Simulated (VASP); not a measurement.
A run of VASP 6.6.1:

Contents of INCAR:

```
SYSTEM = TaAs
PREC = Accurate ; ENCUT = 520
EDIFF = 1E-8 ; ISMEAR = 0
SIGMA = 0.02 ; LREAL = .FALSE.
LASPH = .TRUE. ; NELM = 60
ALGO = Normal ; ISIF = 2
LWAVE = .FALSE. ; LCHARG = .FALSE.
GGA = PE ; LEFG = .TRUE.
```

Contents of KPOINTS:

```
Automatic mesh
0
G
  11 11 11
  0 0 0
```

Contents of POSCAR:

```
TaAs
1.0
   -1.7218133622      1.7218133622      5.8679415361
    1.7218133622     -1.7218133622      5.8679415361
    1.7218133622      1.7218133622     -5.8679415361
Ta As
2 2
Direct
    0.4999673000      0.4999673000      0.0000000000
    0.2499673000      0.7499673000      0.5000000000
    0.0826321200      0.0826321200      0.0000000000
    0.8326321200      0.3326321200      0.5000000000
```

Potentials or basis: VASP PAW PBE potentials, release 64 (Ta_pv, As).

Launch:

```sh
$ cat potpaw_PBE.64/Ta_pv/POTCAR potpaw_PBE.64/As/POTCAR > POTCAR
$ mpirun -np 1 vasp_std > vasp.out
```

Hardware: 1 thread of AMD EPYC 9R45 96-Core Processor (Zen 5), with other jobs on the host.

**Question.** Estimate the wall time of this run.

**Answer.** It took 4.8 min on 1 thread of AMD EPYC 9R45 96-Core Processor (Zen 5), with other jobs on the host, peak memory 0.39 GiB. Counts: scf iterations 16, k points 126.
